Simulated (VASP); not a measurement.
**A VASP study of GaN (AM05): structure first, properties next**

How well does AM05 reproduce what experiment finds for GaN? The cell is relaxed first, and properties follow on it. The steps: relaxing cell and atoms (AM05), second relaxation, single point with fields (AM05), band structure (AM05), density of states (AM05), vibrations at Γ (AM05), elastic constants (AM05), optical spectrum (AM05), core levels (AM05), band structure (AM05 + SOC), band structure (HSE06) and band structure (TB-mBJ). The start is a cell from a database of measured crystal structures.

Calculated with VASP 6.6.1; AM05; plane waves and PAW (Ga_d, N), in the first sound run; inputs show where later runs differ.

The experiments to compare with:

“Vacancy defect in bulk and at (10overline10) surface of GaN: A combined first-principles theoretical and experimental analysis” (2017, arxiv:1710.05670) quotes from earlier work for GaN, wurtzite (bulk w-GaN, literature): lattice constant a (a, Expt. column of Table I) 3.189 Å; lattice constant c (c, Expt. column of Table I) 5.186 Å.

“Studying electronic properties in GaN without electrical contacts using γ-γ vs e−-γ Perturbed Angular Correlations” (2019, pmc:6823545) quotes from earlier work for GaN, wurtzite (bulk crystal): band gap (direct gap at Gamma, earlier experiment) 3.503 ± 0.005 eV [Cited literature value; temperature and sample not stated].

“Temperature dependent photon emission spectra of free excitons in phonon field of GaN” (2005, arxiv:cond-mat/0501724) quotes from earlier work for GaN, wurtzite (literature value used as model input): static dielectric constant (low-frequency dielectric constant, quoted measured value) 8.9 [literature value used as a model input; the paper later calls it measured; direction and …].

For GaN, wurtzite ((0001) GaN substrate, no acoustic wave, 300 K), “Optical phonon modulation in semiconductors by surface acoustic waves” (2016, arxiv:1601.01883) gives, by Raman backscattering, 473 nm excitation: Raman mode (E2(high)) 570 cm⁻¹.

Report form: the programs' logs are mostly left out.

The database entry behind the starting cell differs from later determinations by our own check (thin film, about 0.3 % long), so it need not match the best structure at ambient conditions.

### Step 1. The starting structure

Before any relaxation, the start is as follows. The structure is hexagonal, space group P6_3mc (No. 186). The conventional cell has a = 3.197 Å, b = 3.197 Å, c = 5.207 Å, α = 90.00°, β = 90.00°, γ = 120.00°. Ga has 4 N at 1.95 to 1.97 Å nearest. Nearest to N lie 4 Ga at 1.95 to 1.97 Å. Farther neighbours and most contacts between anions are not listed.

### Step 2. Relaxing cell and atoms (AM05)

Properties are meant for the cell that this level of theory prefers, so cell and atoms are relaxed first (ISIF = 3) until forces and stress are small; EDIFFG sets the threshold. AM05 is built from the electron gas and the surface model, and does well on lattice constants.

Contents of INCAR:

```
SYSTEM = GaN
PREC = Accurate
ENCUT = 520
EDIFF = 1E-06
NELM = 100
ISMEAR = 0
SIGMA = 0.05
LREAL = .FALSE.
ALGO = Normal
GGA = AM
NBANDS = 24
LORBIT = 11
LWAVE = .FALSE.
LCHARG = .FALSE.
KPAR = 4
IBRION = 2
NSW = 60
ISIF = 3
EDIFFG = -0.01
```

Contents of POSCAR:

```
GaN
1.0
    3.1972000000      0.0000000000      0.0000000000
   -1.5986000000      2.7688564210      0.0000000000
    0.0000000000      0.0000000000      5.2070000000
Ga N
2 2
Direct
    0.6666666667      0.3333333333      0.5912000000
    0.3333333333      0.6666666667      0.0912000000
    0.6666666667      0.3333333333      0.9688000000
    0.3333333333      0.6666666667      0.4688000000
```

Contents of KPOINTS:

```
Automatic mesh
0
Gamma
8 8 5
0 0 0
```

PAW data sets: Ga_d and N (PBE family, release 64).

Command:

```
$ mpirun -np 4 vasp_std
```

Elapsed: 47 s, on 4 MPI ranks of AMD EPYC 7R43, shared host; peak memory 0.56 GiB; 2.5 min of CPU time.

The gap is read on the k-mesh alone, so it is an upper bound where the band edges lie off the mesh. The PAW data sets were made with PBE, which is usual practice but a small mismatch for other functionals. The run keeps the 12 symmetry operations of its start, so it cannot find a distortion of lower symmetry.

Step by step:

| step | energy less that of the first step (eV) | largest force (eV/Å) | pressure (GPa) | volume (Å³) |
| --- | --- | --- | --- | --- |
| 1 | 0.0000 | 0.0442 | -2.96 | 46.10 |
| 2 | -0.0014 | 0.0083 | 2.75 | 44.69 |
| 3 | -0.0071 | 0.0185 | 0.02 | 45.35 |
| 4 | -0.0071 | 0.0011 | -0.09 | 45.35 |
| 5 | -0.0071 | 0.0016 | -0.02 | 45.35 |

| conventional cell, symmetrised | before | after | change |
| --- | --- | --- | --- |
| a (Å) | 3.197 | 3.180 | -0.5 % |
| b (Å) | 3.197 | 3.180 | -0.5 % |
| c (Å) | 5.207 | 5.177 | -0.6 % |
| volume (Å³/atom) | 11.52 | 11.34 | -1.6 % |

Final coordinates:

```xyz
4
Lattice="3.1804 0.0000 0.0000 -1.5902 2.7543 0.0000 0.0000 0.0000 5.1774" Properties=species:S:1:pos:R:3 pbc="T T T"
Ga    1.5902    0.9181    3.0629
Ga    0.0000    1.8362    0.4742
N     1.5902    0.9181    5.0138
N     0.0000    1.8362    2.4251
```

This step gave:

* electrons: 36
* bands: 24
* irreducible k-points: 30
* symmetry operations: 12
* free energy (TOTEN): -25.39 eV
* Fermi energy: 5.602 eV
* pressure: -0.02150 GPa
* metallic: no
* valence top at k: 0, 0, 0
* conduction bottom at k: 0, 0, 0
* least direct gap at k: 0, 0, 0
* SCF cycles over all ionic steps: 41
* gap on the k-mesh: 2.015 eV
* least direct gap on the k-mesh: 2.015 eV

It ends with a largest force of 0.002 eV/Å and a pressure of -0.02 GPa. The volume lies -1.6 % from that of the database's start, which holds the thermal and zero-point expansion of its experiment.

### Step 3. Second relaxation

A relaxation keeps the plane waves of the cell it began with, so it is repeated from the new cell, on a basis made for it.

INCAR is that of step 2.

Contents of POSCAR:

```
GaN
1.0
    3.1804015281      0.0000000000      0.0000000000
   -1.5902007640      2.7543085176      0.0000000000
    0.0000000000      0.0000000000      5.1773553217
Ga N
2 2
Direct
    0.6666666667      0.3333333333      0.5915912693
    0.3333333333      0.6666666667      0.0915912693
    0.6666666667      0.3333333333      0.9684087307
    0.3333333333      0.6666666667      0.4684087307
```

KPOINTS is that of step 2.

Command:

```
$ mpirun -np 4 vasp_std
```

Run time: 16 s. Hardware: 4 MPI ranks; peak memory 0.52 GiB; 48 s of CPU time.

Little changed from the start: no atom moved by 0.005 Å and no cell edge by 0.1 %.

Numbers from this step:

* Fermi energy: 5.603 eV
* pressure: -0.01859 GPa
* SCF cycles over all ionic steps: 15
* gap on the k-mesh: 2.016 eV
* least direct gap on the k-mesh: 2.016 eV

It ends with a largest force of 0.001 eV/Å and a pressure of -0.02 GPa. The volume moved by under 0.01 %: the run met its threshold at the first step.

### Step 4. Single point with fields (AM05)

A single point on the relaxed cell gives a clean self-consistent state, with density, ELF and potential written out.

INCAR, as its differences from that of step 3:

```diff
@@ -13,7 +13,5 @@
 LWAVE = .FALSE.
-LCHARG = .FALSE.
-KPAR = 4
-IBRION = 2
-NSW = 60
-ISIF = 3
-EDIFFG = -0.01
+LCHARG = .TRUE.
+ISIF = 2
+LELF = .TRUE.
+LVHAR = .TRUE.
```

POSCAR is that of step 3.

KPOINTS is that of step 3.

Command:

```
$ mpirun -np 4 vasp_std
```

Elapsed: 16 s, on 4 MPI ranks; peak memory 0.34 GiB.

This step gave:

```yaml
scf_cycles: 15
```

Valence electrons inside each PAW sphere by angular momentum. Sphere charges, by row:

| atom | s (e) | p (e) | d (e) | tot (e) |
| --- | --- | --- | --- | --- |
| Ga1 | 0.792 | 0.915 | 10.19 | 11.89 |
| Ga2 | 0.792 | 0.915 | 10.19 | 11.89 |
| N3 | 1.216 | 2.517 | 0 | 3.733 |
| N4 | 1.216 | 2.517 | 0 | 3.733 |

Electrostatic potential energy in the ac plane at fractional y = 0.333, with atoms of Ga and N within 0.2 Å of it. With pseudopotentials it is smooth inside the atoms' cores, unlike the true potential.

Ten even steps from '0' (-48 eV) to '9' (3 eV):
```
9999999830230179
9999999840000289
9999999973002699
9999999998667899
9999999999888999
9999999987777899
9999999865445679
9999998643222458
9999997531001247
8999997420000136
8999997420000136
8999997521000246
9999998642112357
9999999864334579
9999999987666799
9999999999889999
9999999999999999
9999999999999999
9999999999999999
9999999999999999
9988899999999999
9877889999999999
8777789999999999
8777789987446899
9877789861000589
9888899830010179
```
Columns run along a (3.2 Å; values clipped at the 3rd and 97th percentile), rows up along c (5.2 Å). Atoms in or near the plane, at fractional coordinates: Ga at (0.67, 0.59), N at (0.67, 0.97).

Valence density in the ac plane at fractional y = 0.333, with atoms of Ga and N within 0.2 Å of it. It is the smooth field of the valence electrons, not physical close to the nuclei.

Ten steps, logarithmic in the rise over the least value, from '0' (0 e/Å³) to '9' (15 e/Å³):
```
2111123456666643
2110112356666543
1000012345665432
1000001234554322
0000001223343321
0000001123333221
0000001134554321
1000011256777531
1111112468998752
2111112579999863
2222222579999863
2222222478998753
2222222357887642
2222222234555322
2222222112232211
1122211111111111
1111111000000000
0111100000000000
0011000000000000
0111100000000000
1111111111111111
1122211112222211
2222222223333322
2222222344554432
2222223345666543
2211223456666543
```
Columns run along a (3.2 Å), rows up along c (5.2 Å). Atoms in or near the plane, at fractional coordinates: Ga at (0.67, 0.59), N at (0.67, 0.97).

ELF in the ac plane at fractional y = 0.333, with atoms of Ga and N within 0.2 Å of it. It is the smooth field of the valence electrons, not physical close to the nuclei.

Values, 22 rows by 16 columns, each cell a mean:
```
0.50 0.27 0.17 0.16 0.23 0.42 0.66 0.79 0.79 0.57 0.23 0.17 0.46 0.75 0.81 0.73
0.47 0.25 0.14 0.13 0.20 0.39 0.62 0.76 0.79 0.71 0.55 0.52 0.66 0.78 0.78 0.68
0.37 0.18 0.10 0.09 0.14 0.30 0.51 0.69 0.78 0.81 0.81 0.80 0.81 0.80 0.73 0.58
0.24 0.11 0.06 0.05 0.09 0.19 0.37 0.54 0.66 0.74 0.78 0.78 0.76 0.69 0.59 0.43
0.16 0.08 0.05 0.04 0.07 0.13 0.23 0.33 0.41 0.48 0.53 0.54 0.50 0.43 0.35 0.26
0.14 0.10 0.07 0.07 0.09 0.13 0.17 0.22 0.28 0.31 0.32 0.32 0.32 0.29 0.24 0.19
0.17 0.17 0.16 0.16 0.17 0.17 0.20 0.24 0.21 0.15 0.11 0.11 0.13 0.19 0.24 0.21
0.23 0.28 0.32 0.32 0.30 0.25 0.25 0.24 0.14 0.06 0.05 0.05 0.04 0.10 0.21 0.25
0.29 0.41 0.48 0.48 0.44 0.33 0.30 0.25 0.12 0.03 0.08 0.11 0.03 0.08 0.21 0.29
0.38 0.53 0.60 0.60 0.56 0.43 0.34 0.29 0.16 0.05 0.05 0.05 0.04 0.11 0.25 0.31
0.45 0.60 0.65 0.65 0.62 0.51 0.37 0.31 0.23 0.13 0.07 0.07 0.10 0.19 0.29 0.33
0.50 0.61 0.64 0.64 0.62 0.55 0.40 0.29 0.26 0.23 0.20 0.19 0.22 0.25 0.26 0.34
0.47 0.55 0.59 0.59 0.56 0.50 0.39 0.27 0.21 0.21 0.22 0.22 0.21 0.20 0.22 0.33
0.37 0.45 0.50 0.50 0.47 0.40 0.31 0.22 0.16 0.14 0.14 0.14 0.13 0.14 0.18 0.26
0.24 0.32 0.37 0.38 0.34 0.28 0.20 0.13 0.10 0.08 0.07 0.07 0.07 0.08 0.11 0.16
0.16 0.21 0.24 0.25 0.22 0.18 0.13 0.09 0.07 0.05 0.05 0.05 0.05 0.06 0.07 0.11
0.14 0.16 0.18 0.18 0.17 0.15 0.13 0.11 0.11 0.12 0.12 0.12 0.12 0.11 0.11 0.12
0.17 0.18 0.19 0.20 0.19 0.18 0.19 0.23 0.30 0.35 0.38 0.38 0.36 0.31 0.25 0.20
0.23 0.21 0.22 0.22 0.22 0.22 0.29 0.42 0.55 0.62 0.64 0.65 0.63 0.58 0.47 0.32
0.29 0.24 0.23 0.23 0.23 0.28 0.41 0.61 0.74 0.77 0.76 0.76 0.77 0.76 0.67 0.47
0.37 0.25 0.22 0.22 0.24 0.33 0.54 0.74 0.82 0.78 0.69 0.67 0.75 0.82 0.79 0.62
0.46 0.26 0.20 0.20 0.24 0.39 0.63 0.80 0.82 0.66 0.38 0.32 0.57 0.79 0.83 0.71
```
Columns run along a (3.2 Å), rows up along c (5.2 Å). Atoms in or near the plane, at fractional coordinates: Ga at (0.67, 0.59), N at (0.67, 0.97).

In this run the pressure is -0.02 GPa, small enough to go on.

### Step 5. Band structure (AM05)

The mesh alone shows little of the dispersion and can miss band extrema, so KPOINTS_OPT adds a path through the symmetry points after the self-consistent cycle.

Contents of INCAR:

```
SYSTEM = GaN
PREC = Accurate
ENCUT = 520
EDIFF = 1E-06
NELM = 100
ISMEAR = 0
SIGMA = 0.05
LREAL = .FALSE.
ALGO = Normal
GGA = AM
NBANDS = 32
LORBIT = 11
LWAVE = .FALSE.
LCHARG = .FALSE.
KPAR = 4
```

POSCAR is that of step 4.

KPOINTS is that of step 4.

Contents of KPOINTS_OPT:

```
Line mode
16
Line-mode
Reciprocal
  0.00000000   0.00000000   0.00000000 GAMMA
  0.50000000   0.00000000   0.00000000 M

  0.50000000   0.00000000   0.00000000 M
  0.33333333   0.33333333   0.00000000 K

  0.33333333   0.33333333   0.00000000 K
  0.00000000   0.00000000   0.00000000 GAMMA

  0.00000000   0.00000000   0.00000000 GAMMA
  0.00000000   0.00000000   0.50000000 A

  0.00000000   0.00000000   0.50000000 A
  0.50000000   0.00000000   0.50000000 L

  0.50000000   0.00000000   0.50000000 L
  0.33333333   0.33333333   0.50000000 H

  0.33333333   0.33333333   0.50000000 H
  0.00000000   0.00000000   0.50000000 A

  0.50000000   0.00000000   0.50000000 L
  0.50000000   0.00000000   0.00000000 M

  0.33333333   0.33333333   0.00000000 K
  0.33333333   0.33333333   0.50000000 H
```

Command:

```
$ mpirun -np 4 vasp_std
```

Wall time 58 s (4 MPI ranks); peak memory 0.68 GiB.

Spin-orbit coupling is off here; it would split degenerate levels.

This step gave:

```
bands                             : 32
Fermi energy                      : 5.528 eV
pressure                          : -0.007078 GPa
least gap on mesh and path        : 2.015 eV
least direct gap on mesh and path : 2.015 eV
```

The electronic bands at the labelled points (eV, zero at the valence-band top; v1 is the highest filled band, c1 the lowest empty one):

| point | v4 | v3 | v2 | v1 | c1 | c2 | c3 | c4 |
| --- | --- | --- | --- | --- | --- | --- | --- | --- |
| Γ | -1.05 | -0.04 | 0.00 | 0.00 | 2.02 | 4.28 | 9.21 | 9.86 |
| 0.47 of the way | -2.64 | -1.93 | -0.63 | -0.45 | 4.19 | 5.93 | 7.50 | 8.57 |
| M | -4.27 | -2.79 | -2.25 | -1.02 | 5.02 | 5.59 | 6.03 | 8.65 |
| 0.47 of the way | -4.25 | -3.55 | -2.38 | -1.83 | 5.61 | 6.44 | 6.56 | 8.51 |
| K | -5.37 | -3.03 | -3.03 | -2.77 | 5.10 | 7.86 | 7.86 | 8.41 |
| 0.47 of the way | -3.93 | -2.64 | -1.18 | -1.03 | 5.22 | 6.88 | 7.23 | 7.59 |
| Γ | -1.05 | -0.04 | 0.00 | 0.00 | 2.02 | 4.28 | 9.21 | 9.86 |
| 0.47 of the way | -0.92 | -0.92 | -0.14 | -0.14 | 3.09 | 4.39 | 8.85 | 9.61 |
| A | -0.54 | -0.54 | -0.54 | -0.54 | 4.31 | 4.31 | 8.45 | 8.45 |
| 0.47 of the way | -2.07 | -2.07 | -1.24 | -1.24 | 5.30 | 5.30 | 7.62 | 7.62 |
| L | -1.98 | -1.98 | -1.92 | -1.92 | 4.39 | 4.39 | 7.76 | 7.76 |
| 0.47 of the way | -3.14 | -3.14 | -1.62 | -1.62 | 5.26 | 5.26 | 8.09 | 8.09 |
| H | -4.26 | -4.26 | -1.50 | -1.50 | 6.42 | 6.42 | 7.30 | 7.30 |
| 0.47 of the way | -2.28 | -2.28 | -1.88 | -1.88 | 5.69 | 5.69 | 7.74 | 7.74 |
| A | -0.54 | -0.54 | -0.54 | -0.54 | 4.31 | 4.31 | 8.45 | 8.45 |
| jump to L | -1.98 | -1.98 | -1.92 | -1.92 | 4.39 | 4.39 | 7.76 | 7.76 |
| 0.47 of the way | -3.23 | -2.53 | -1.68 | -1.36 | 4.25 | 5.06 | 7.66 | 7.77 |
| M | -4.27 | -2.79 | -2.25 | -1.02 | 5.02 | 5.59 | 6.03 | 8.65 |
| jump to K | -5.37 | -3.03 | -3.03 | -2.77 | 5.10 | 7.86 | 7.86 | 8.41 |
| 0.53 of the way | -5.03 | -3.34 | -2.14 | -2.14 | 5.95 | 7.13 | 7.13 | 8.16 |
| H | -4.26 | -4.26 | -1.50 | -1.50 | 6.42 | 6.42 | 7.30 | 7.30 |

Of the projections kept (Ga, N), the largest for each band there; the rest of the weight can lie on other orbitals:

| point | v4 | v3 | v2 | v1 | c1 | c2 | c3 | c4 |
| --- | --- | --- | --- | --- | --- | --- | --- | --- |
| Γ | N 0.71 | N 0.78 | N 0.78 | N 0.78 | N 0.59 | Ga 0.71 | N 0.81 | Ga 1.00 |
| M | N 0.54 | N 0.65 | N 0.63 | N 0.72 | Ga 0.89 | Ga 0.60 | Ga 0.52 | N 0.64 |
| K | N 0.55 | N 0.61 | N 0.61 | N 0.63 | Ga 0.89 | N 0.56 | N 0.56 | N 0.70 |
| Γ | N 0.71 | N 0.78 | N 0.78 | N 0.78 | N 0.59 | Ga 0.71 | N 0.81 | Ga 1.00 |
| A | N 0.74 | N 0.74 | N 0.74 | N 0.74 | N 0.53 | N 0.53 | Ga 0.63 | Ga 0.63 |
| L | N 0.67 | N 0.67 | N 0.68 | N 0.68 | Ga 0.74 | Ga 0.74 | Ga 0.77 | Ga 0.77 |

The path finds the gap of the mesh within 0.02 eV, so the mesh comes close to both band edges.

### Step 6. Density of states (AM05)

Here the states are counted by energy and projected on the atoms. The mesh is finer than in the run before.

INCAR, as its differences from that of step 5:

```diff
@@ -5,3 +5,3 @@
 NELM = 100
-ISMEAR = 0
+ISMEAR = -5
 SIGMA = 0.05
@@ -15 +15,2 @@
 KPAR = 4
+NEDOS = 2001
```

POSCAR is that of step 5.

Contents of KPOINTS:

```
Automatic mesh
0
Gamma
12 12 7
0 0 0
```

Command:

```
$ mpirun -np 4 vasp_std
```

Run time: 39 s. Hardware: 4 MPI ranks; peak memory 0.73 GiB.

Numbers from this step:

| Property | Result |
| --- | --- |
| irreducible k-points | 76 |
| Fermi energy | 5.329 eV |
| pressure | -0.001388 GPa |
| gap on the k-mesh | 2.015 eV |
| least direct gap on the k-mesh | 2.015 eV |

The density of states has structure finer than the step of the table below, so its rows give means over 1 eV, whole bins alone (the curve runs from -12.0 to 9.91 eV). Peaks (eV: height): total -11.3: 3.43, -1.5: 5.31, 8.2: 4.85, 9.8: 3.47; N p -6.0: 0.800, -1.5: 2.74, 8.2: 1.38; Ga p -1.5: 0.822, 5.4: 0.305, 8.2: 0.541, 9.8: 0.932; Ga d -11.3: 1.73, -1.5: 0.349, 8.2: 0.314; Ga s -6.0: 0.952, 5.9: 0.314, 7.6: 0.581, 8.2: 1.07.

States under -12.0 eV and over 9.9 eV are left out. The density of states by energy, zero at the valence-band top; means over each step; values in states/eV/cell:

| energy (eV) | total | N p | Ga p | Ga d | Ga s | N s |
| --- | --- | --- | --- | --- | --- | --- |
| -11 | 1.02 | 0.00311 | 0.0554 | 0.518 | 0.0140 | 0.296 |
| -10 | 0 | 0 | 0 | 0 | 0 | 0 |
| -9 | 0 | 0 | 0 | 0 | 0 | 0 |
| -8 | 0 | 0 | 0 | 0 | 0 | 0 |
| -7 | 0.279 | 0.0735 | 0.0196 | 0.00709 | 0.0840 | 0.00295 |
| -6 | 2.00 | 0.545 | 0.115 | 0.0679 | 0.624 | 0.0514 |
| -5 | 1.13 | 0.327 | 0.109 | 0.0615 | 0.224 | 0.0691 |
| -4 | 1.29 | 0.449 | 0.204 | 0.0634 | 0.120 | 0.0410 |
| -3 | 1.93 | 0.784 | 0.336 | 0.0982 | 0.0897 | 0.0357 |
| -2 | 2.79 | 1.32 | 0.455 | 0.174 | 0.0524 | 0.0210 |
| -1 | 2.26 | 1.21 | 0.296 | 0.188 | 0.0148 | 0.00771 |
| 0 | 0.307 | 0.181 | 0.0232 | 0.0356 | 2.7e-4 | 2.5e-4 |
| 1 | 0 | 0 | 0 | 0 | 0 | 0 |
| 2 | 0.00329 | 3.3e-4 | 1.5e-5 | 0 | 6.9e-4 | 0.00101 |
| 3 | 0.0656 | 0.0114 | 0.00232 | 5.7e-4 | 0.0116 | 0.0169 |
| 4 | 0.373 | 0.0565 | 0.0386 | 0.0104 | 0.0565 | 0.0664 |
| 5 | 1.66 | 0.204 | 0.234 | 0.0929 | 0.238 | 0.195 |
| 6 | 1.68 | 0.255 | 0.227 | 0.121 | 0.256 | 0.126 |
| 7 | 1.27 | 0.296 | 0.137 | 0.0966 | 0.226 | 0.0429 |
| 8 | 2.69 | 0.706 | 0.328 | 0.194 | 0.545 | 0.0310 |
| 9 | 0.987 | 0.250 | 0.196 | 0.0717 | 0.0899 | 0.00911 |

The gap on this mesh is 2.02 eV. In the top eV of the valence band the largest shares in the PAW spheres are N p 57 %, Ga d 10 % and Ga p 10 %; in the lowest eV of the conduction band, N s 28 %, Ga s 19 % and N p 15 %. The rest lies in smaller channels or between the spheres.

[end of part 1 of 3]

[Lines on the potential files, build, host, timing and source positions are cut from VASP's logs without a mark.]

[Logs are printed without paths, hosts, clocks, repeated set-up lines and the standing remarks that a program may print on its own settings, such as how far it seeks lower states.]

[Hosts, paths, dates, database ids (printed as entryN), source tags and the programs' standing remarks are cut or masked in the printed files.]

[A measured line is paired with the nearest computed mode of its activity, which favours agreement.]
